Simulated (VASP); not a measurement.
Here is the system:

```xyz
2
Lattice="0.0000 3.1347 3.1347 3.1347 0.0000 3.1347 3.1347 3.1347 0.0000" Properties=species:S:1:pos:R:3 pbc="T T T"
Cd     0.0000     0.0000     0.0000
Se     1.5674     1.5674     1.5674
```

Calculation: optB86b-vdW, VASP's PBE PAW potentials (set 64) (plane waves; VASP). Settings: 520 eV cut-off, 8×8×8 Γ-centred mesh, Gaussian smearing of 0.050 eV, potentials Cd Se.

Q: What does the run give for the energy per atom (σ→0), pressure, band gap (on the k-mesh) with the smallest direct gap where there is one?

A: 
```yaml
band gap (on the k-mesh): 0.31 eV
smallest direct gap (on the k-mesh): 0.31 eV
energy per atom (σ→0): -0.328 eV/atom
pressure: -2.47 GPa
```

Total energies compare only between runs with the same potentials, cut-off and functional.

The compound is CdSe in the zinc blende structure, whereas wurtzite is the usual form. This cell is one point of a volume scan, at 1.06 of the reference volume.
